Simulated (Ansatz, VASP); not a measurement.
# CaO (Lime) in two plane-wave programs, part 3 of 3

Wanted: the spread between two codes on one cell, functional and k mesh. The cell is taken from a series of runs on this material, whose earlier steps may have relaxed, scaled, displaced or heated it; both programs get it as it stands.

VASP 6.6.1 and Ansatz 0.2.0.

So far: The starting structure; Ansatz: zone-centre phonons, LDA, pair 1; VASP: zone-centre phonons, LDA, pair 1; Comparison.

### 5. VASP: zone-centre phonons, LDA, pair 2

Level of this step: LDA; plane waves and PAW (O, Ca_sv) (VASP).

Second derivatives magnify differences that forces hide, and they need a tight electronic threshold. The cell compared in this pair holds 24.54 Å³, against 26.08 Å³ for the pair before.

File INCAR:

```
SYSTEM = CaO
PREC = Accurate
ENCUT = 600
EDIFF = 1E-08
NELM = 120
ISMEAR = 0
SIGMA = 0.01
LREAL = .FALSE.
ALGO = Normal
GGA = CA
NBANDS = 14
LORBIT = 11
LWAVE = .FALSE.
LCHARG = .FALSE.
ISIF = 2
IBRION = 8
LEPSILON = .TRUE.
LASPH = .TRUE.
GGA_COMPAT = .FALSE.
EFERMI = MIDGAP
KPAR = 2
```

File POSCAR:

```
CaO
1.0
    0.0000000000      2.2595333301      2.4030030584
    2.2595333301      0.0000000000      2.4030030584
    2.2595333301      2.2595333301      0.0000000000
O Ca
1 1
Direct
    0.5000000000      0.5000000000      0.5000000000
    0.0000000000      0.0000000000      0.0000000000
```

File KPOINTS:

```
Automatic mesh
0
Gamma
8 8 8
0 0 0
```

PAW data sets: O and Ca_sv (LDA family, release 64).

Launch:

```bash
mpirun -np 2 vasp_std
```

Numbers of over 12 decimals in the logs are rounded to 6 here.

What it wrote:

```text
[... set-up lines as in an earlier step ...]
 entering main loop
       N       E                     dE             d eps       ncg     rms          rms(c)
DAV:   1     0.136210838625E+03    0.13621E+03   -0.93338E+03  1652   0.133E+03
DAV:   2    -0.966696057180E+01   -0.14588E+03   -0.13648E+03  2030   0.329E+02
DAV:   3    -0.156932876088E+02   -0.60263E+01   -0.59834E+01  1880   0.688E+01
DAV:   4    -0.158952899105E+02   -0.20200E+00   -0.20183E+00  2392   0.110E+01
[...]
DAV:  12    -0.141176633853E+02    0.17886E-05   -0.56178E-06  2012   0.319E-02    0.160E-03
DAV:  13    -0.141176633860E+02   -0.68508E-09   -0.55373E-07  2042   0.743E-03    0.919E-04
DAV:  14    -0.141176633848E+02    0.12026E-08   -0.27328E-08  1858   0.209E-03
   1 F= -.14117663E+02 E0= -.14117663E+02  d E =0.000000E+00
 Linear response reoptimize wavefunctions to high precision
DAV:   1    -0.141176633850E+02   -0.23124E-09   -0.16459E-09  1162   0.514E-04
DAV:   2    -0.141176633850E+02    0.10004E-10   -0.16133E-10   868   0.122E-04
 Linear response G [H, r] |phi>, progress :
  Direction:   1
[...]
RMM:  23    -0.377123396170E+00   -0.49574E-07    0.37214E-06  5288   0.608E-04    0.227E-04
 first order change of Fermi-energy   0.24694E-03
 force on displaced ion       2 direction 1 :  -6.899   0.000   0.000
 Born effective charge ion    2 direction 1 :   2.474   0.000   0.000
 Linear response progress:
  Degree of freedom:   4/  4
       N       E                     dE             d eps       ncg     rms          rms(c)
RMM:   1    -0.429279144690E+00   -0.42928E+00    0.59154E-01  1926   0.106E+01
RMM:   2    -0.386966773714E+00    0.42312E-01   -0.57584E-02  2590   0.232E+00    0.179E-01
RMM:   3    -0.388080352409E+00   -0.11136E-02   -0.17220E-02  3258   0.672E-01    0.134E-01
RMM:   4    -0.388522029106E+00   -0.44168E-03   -0.31585E-03  3523   0.274E-01    0.655E-02
[...]
RMM:  22    -0.388459525630E+00   -0.25289E-06   -0.43558E-06  3154   0.716E-04    0.163E-04
RMM:  23    -0.388459204275E+00    0.32135E-06   -0.19289E-06  3267   0.637E-04    0.186E-04
RMM:  24    -0.388459499714E+00   -0.29544E-06   -0.29573E-06  3377   0.580E-04    0.179E-04
 first order change of Fermi-energy  -0.57059E-03
 force on displaced ion       2 direction 3 :   0.000   0.000  -1.739
 Born effective charge ion    2 direction 3 :   0.000   0.000   2.285
 Born effective charges drift removed
 Linear response finished
```

OUTCAR, selected parts (step 5):

```text
  Total        2.5749693      2.5749693      0.1155801      0.0000000      0.0000000      0.0000000
  in kB      168.1360412    168.1360412      7.5469576      0.0000000      0.0000000      0.0000000
  external PRESSURE =     114.6063467 kB  Pullay stress =       0.0000000 kB

 POSITION                                       TOTAL-FORCE (eV/Angst)
 -----------------------------------------------------------------------------------
      2.25953      2.25953      2.40300        -0.000000      0.000000      0.000000
      0.00000      0.00000      0.00000         0.000000     -0.000000      0.000000
 -----------------------------------------------------------------------------------
    total drift:                                0.000000      0.000000      0.000000

 MACROSCOPIC STATIC DIELECTRIC TENSOR (including local field effects in DFT)
 ------------------------------------------------------
           3.966838     0.000000     0.000000
           0.000000     3.966838     0.000000
           0.000000     0.000000     3.873203
 ------------------------------------------------------

 MACROSCOPIC STATIC DIELECTRIC TENSOR IONIC CONTRIBUTION
 ------------------------------------------------------
           6.567137    -0.000000     0.000000
          -0.000000     6.567137     0.000000
           0.000000     0.000000    22.277442
 ------------------------------------------------------

[... 2 further parts left out ...]
```

### 6. Ansatz: zone-centre phonons, LDA, pair 2

The same cell, functional (in two slightly different forms) and mesh now go to Ansatz, which takes its cutoff from its data sets.

The cell is taken from a series of runs on this material, whose earlier steps may have relaxed, scaled, displaced or heated it; both programs get it as it stands.

File input.yaml:

```yaml
crystal:
  lattice:
    - [0.0, 2.2595333301, 2.4030030584]
    - [2.2595333301, 0.0, 2.4030030584]
    - [2.2595333301, 2.2595333301, 0.0]
  atoms:
    - { symbol: O, position: [0.5, 0.5, 0.5] }
    - { symbol: Ca, position: [0.0, 0.0, 0.0] }
kpoints:
  mp_grid: { grid: [8, 8, 8] }
hamiltonian:
  xc: lda
  pseudopotentials: { kind: paw, azcp: { folder: soft_1 }, xc_functional: pbe }
scf:
  occupations: { method: fixed }
output:
  eigenvalues: true
phonons:
  method: dfpt
  dielectric: true
  rigid_motions: translations
```

Launch:

```bash
ansatz run input.yaml --threads 4 --pin off --max-ram 10240MiB --backend cpu --events-out ev --progress --plain --runs-dir out
```

What it wrote:

```text
[...]
Crystal: 2 atoms, lattice volume = 24.537 Å³
Basis set: ecut = 420 eV, 493 PW (Γ), exchange–correlation on 48×48×48 points (8 copies of the dense FFT grid, shifted against one another)
Bands: 12, of which v1, the nominal top of the filled ones, is band 8 counted from 1 (7 counted from 0)
Symmetry: 16 space group operations
k-points: 150 of 512 (irreducible under 2 space group operations, time reversal used)
[...]
optical modes at Γ + LO–TO along q̂ = [1.0000, 0.0000, 0.0000]:
      ω (cm⁻¹)  modes    IR ((D/Å)²/amu)
[...]
optical modes at Γ + LO–TO along q̂ = [0.0000, 1.0000, 0.0000]:
      ω (cm⁻¹)  modes    IR ((D/Å)²/amu)
[...]
395.02      1            12.3136
        652.91      1            12.3136
  optical modes at Γ + LO–TO along q̂ = [0.0000, 0.0000, 1.0000]:
      ω (cm⁻¹)  modes    IR ((D/Å)²/amu)
        395.02      2            24.6271
        523.88      1            10.5091
[key lines of the parts left out:]
SCF converged after 8 iterations
Free energy (F): -2331.557495 eV
Fermi energy:    8.834759 eV
```

### 7. Differences

Both answers:

```tsv
quantity	Ansatz	VASP	difference
ε∞ xx	3.96	3.97	-0.16 %
ε∞ yy	3.96	3.97	-0.16 %
ε∞ zz	3.87	3.87	-0.13 %
Born charge of O1 (mean of the diagonal) (e)	-2.41	-2.41	0.00
Born charge of Ca2 (mean of the diagonal) (e)	2.41	2.41	0.00
optical mode 1 (cm⁻¹)	195.7	202.6	-3.42 %
optical mode 2 to 3 (cm⁻¹)	395.0	404.4	-2.31 %
```

Modes are paired by rising frequency, not by their patterns, so a pair may set unlike modes beside each other; they are those without the splitting of longitudinal modes.

### 8. VASP: zone-centre phonons, LDA, pair 3

Second derivatives magnify differences that forces hide, and they need a tight electronic threshold. The cell compared in this pair holds 24.65 Å³, against 24.54 Å³ for the pair before.

INCAR is that of step 5.

File POSCAR:

```
CaO
1.0
    0.1028818422      2.3624151723      2.3624151723
    2.3624151723      0.1028818422      2.3624151723
    2.3624151723      2.3624151723      0.1028818422
O Ca
1 1
Direct
    0.5000000000      0.5000000000      0.5000000000
    0.0000000000      0.0000000000      0.0000000000
```

KPOINTS is that of step 5.

Launch:

```bash
mpirun -np 2 vasp_std
```

What it wrote:

```text
[... set-up lines as in an earlier step ...]
 entering main loop
       N       E                     dE             d eps       ncg     rms          rms(c)
DAV:   1     0.133471389865E+03    0.13347E+03   -0.94137E+03  1820   0.133E+03
DAV:   2    -0.988966268984E+01   -0.14336E+03   -0.13339E+03  2308   0.321E+02
DAV:   3    -0.157079170987E+02   -0.58183E+01   -0.57767E+01  1978   0.679E+01
DAV:   4    -0.158811962727E+02   -0.17328E+00   -0.17309E+00  2716   0.101E+01
[...]
DAV:  12    -0.141381378063E+02    0.77952E-06   -0.35922E-06  2020   0.231E-02    0.233E-03
DAV:  13    -0.141381377706E+02    0.35673E-07   -0.36994E-07  2734   0.484E-03    0.863E-04
DAV:  14    -0.141381377674E+02    0.32312E-08   -0.10363E-08  1428   0.125E-03
   1 F= -.14138138E+02 E0= -.14138138E+02  d E =0.000000E+00
 Linear response reoptimize wavefunctions to high precision
DAV:   1    -0.141381377674E+02   -0.41837E-10   -0.39915E-09  1828   0.595E-04
DAV:   2    -0.141381377674E+02    0.68212E-12   -0.14680E-10   916   0.119E-04
 Linear response G [H, r] |phi>, progress :
  Direction:   1
[...]
RMM:  15    -0.357293843522E+00    0.35686E-08    0.12875E-08 10471   0.164E-05    0.483E-07
 first order change of Fermi-energy   0.14445E-03
 force on displaced ion       1 direction 1 :  -4.766  -0.151  -0.151
 Born effective charge ion    1 direction 1 :  -2.412  -0.037  -0.037
 Linear response progress:
  Degree of freedom:   2/  2
       N       E                     dE             d eps       ncg     rms          rms(c)
RMM:   1    -0.429860968410E+00   -0.42986E+00    0.72043E-01  4722   0.111E+01
RMM:   2    -0.380295897660E+00    0.49565E-01   -0.63254E-02  6686   0.250E+00    0.191E-01
RMM:   3    -0.380983964336E+00   -0.68807E-03   -0.17610E-02  9058   0.720E-01    0.133E-01
RMM:   4    -0.381358463944E+00   -0.37450E-03   -0.35269E-03  9917   0.298E-01    0.689E-02
[...]
RMM:  29    -0.381240036788E+00   -0.16369E-07    0.25662E-07  7980   0.222E-04    0.570E-05
RMM:  30    -0.381240050125E+00   -0.13338E-07    0.24060E-07  7135   0.198E-04    0.598E-05
RMM:  31    -0.381240063512E+00   -0.13387E-07    0.22411E-07  7367   0.177E-04    0.622E-05
 first order change of Fermi-energy  -0.32695E-03
 force on displaced ion       2 direction 1 :  -4.766  -0.152  -0.152
 Born effective charge ion    2 direction 1 :   2.411   0.037   0.037
 Born effective charges drift removed
 Linear response finished
```

From OUTCAR (step 8):

```text
  Total        1.3971535      1.3971535      1.3971535     -0.6036195     -0.6036195     -0.6036195
  in kB       90.8188167     90.8188167     90.8188167    -39.2369261    -39.2369261    -39.2369261
  external PRESSURE =      90.8188167 kB  Pullay stress =       0.0000000 kB

 POSITION                                       TOTAL-FORCE (eV/Angst)
 -----------------------------------------------------------------------------------
      2.41386      2.41386      2.41386         0.000000     -0.000000      0.000000
      0.00000      0.00000      0.00000         0.000000      0.000000     -0.000000
 -----------------------------------------------------------------------------------
    total drift:                                0.000000      0.000000      0.000000

 MACROSCOPIC STATIC DIELECTRIC TENSOR (including local field effects in DFT)
 ------------------------------------------------------
           3.952219     0.043634     0.043634
           0.043634     3.952219     0.043634
           0.043634     0.043634     3.952219
 ------------------------------------------------------

 MACROSCOPIC STATIC DIELECTRIC TENSOR IONIC CONTRIBUTION
 ------------------------------------------------------
           8.965640    -0.010002    -0.010002
          -0.010002     8.965640    -0.010002
          -0.010002    -0.010002     8.965640
 ------------------------------------------------------

[... 2 further parts left out ...]
```

### 9. Ansatz: zone-centre phonons, LDA, pair 3

The same cell, functional (in two slightly different forms) and mesh now go to Ansatz, which takes its cutoff from its data sets.

The cell is taken from a series of runs on this material, whose earlier steps may have relaxed, scaled, displaced or heated it; both programs get it as it stands.

input.yaml, the sections that differ from step 6:

```yaml
crystal:
  lattice:
    - [0.1028818422, 2.3624151723, 2.3624151723]
    - [2.3624151723, 0.1028818422, 2.3624151723]
    - [2.3624151723, 2.3624151723, 0.1028818422]
  atoms:
    - { symbol: O, position: [0.5, 0.5, 0.5] }
    - { symbol: Ca, position: [0.0, 0.0, 0.0] }
# kpoints, hamiltonian, scf, output, phonons: as in step 6
```

Launch:

```bash
ansatz run input.yaml --threads 4 --pin off --max-ram 10240MiB --backend cpu --events-out ev --progress --plain --runs-dir out
```

What it wrote:

```text
[...]
Crystal: 2 atoms, lattice volume = 24.648 Å³
Basis set: ecut = 420 eV, 495 PW (Γ), exchange–correlation on 48×48×48 points (8 copies of the dense FFT grid, shifted against one another)
Bands: 12, of which v1, the nominal top of the filled ones, is band 8 counted from 1 (7 counted from 0)
Symmetry: 12 space group operations
k-points: 150 of 512 (irreducible under 2 space group operations, time reversal used)
[...]
optical modes at Γ + LO–TO along q̂ = [1.0000, 0.0000, 0.0000]:
      ω (cm⁻¹)  modes    IR ((D/Å)²/amu)
[...]
optical modes at Γ + LO–TO along q̂ = [0.0000, 1.0000, 0.0000]:
      ω (cm⁻¹)  modes    IR ((D/Å)²/amu)
[...]
603.58      1            11.7384
  optical modes at Γ + LO–TO along q̂ = [0.0000, 0.0000, 1.0000]:
      ω (cm⁻¹)  modes    IR ((D/Å)²/amu)
        323.01      1            11.3388
        332.34      1            12.0158
        603.58      1            11.7384
[key lines of the parts left out:]
SCF converged after 8 iterations
Free energy (F): -2331.574212 eV
Fermi energy:    8.805260 eV
```

### 10. Comparison

The two programs side by side:

```tsv
quantity	Ansatz	VASP	difference
ε∞ xx	3.95	3.95	-0.15 %
ε∞ yy	3.95	3.95	-0.15 %
ε∞ zz	3.95	3.95	-0.15 %
Born charge of O1 (mean of the diagonal) (e)	-2.41	-2.41	0.00
Born charge of Ca2 (mean of the diagonal) (e)	2.41	2.41	0.00
optical mode 1 to 2 (cm⁻¹)	323.0	331.3	-2.49 %
optical mode 3 (cm⁻¹)	337.5	347.2	-2.79 %
```

Modes are paired by rising frequency, not by their patterns, so a pair may set unlike modes beside each other; they are those without the splitting of longitudinal modes.

### 11. Results

| Item | Value |
| --- | --- |
| r.m.s. difference of the optical zone-centre modes, each program's sorted by frequency (zone-centre phonons, LDA, pair 1) | 8.9 cm⁻¹ |
| difference in optical mode 1 to 3 (zone-centre phonons, LDA, pair 1) | -3.0 % |
| r.m.s. difference of the optical zone-centre modes, each program's sorted by frequency (zone-centre phonons, LDA, pair 2) | 8.6 cm⁻¹ |
| difference in optical mode 1 (zone-centre phonons, LDA, pair 2) | -3.4 % |
| r.m.s. difference of the optical zone-centre modes, each program's sorted by frequency (zone-centre phonons, LDA, pair 3) | 8.7 cm⁻¹ |
| difference in optical mode 3 (zone-centre phonons, LDA, pair 3) | -2.8 % |

**Reading.** The r.m.s. difference of the optical zone-centre modes, each program's sorted by frequency is 8.9 cm⁻¹ (zone-centre phonons, LDA, pair 1). Among the rows given in per cent, the largest difference of the zone-centre phonons, LDA, pair 1 pair is in optical mode 1 to 3, -3.0 %. Among the rows given in per cent, the largest difference of the zone-centre phonons, LDA, pair 2 pair is in optical mode 1, -3.4 %. Among the rows given in per cent, the largest difference of the zone-centre phonons, LDA, pair 3 pair is in optical mode 3, -2.8 %. Such differences can come from data sets, numerical settings and the points named under the comparisons, not from the functional's error against experiment.

[Lines on the potential files, build, host, timing and source positions are cut from VASP's logs without a mark.]

[Logs are printed without paths, hosts, clocks, repeated set-up lines and the standing remarks that a program may print on its own settings, such as how far it seeks lower states.]

[Hosts, paths, dates, database ids (printed as entryN), source tags and the programs' standing remarks are cut or masked in the printed files.]
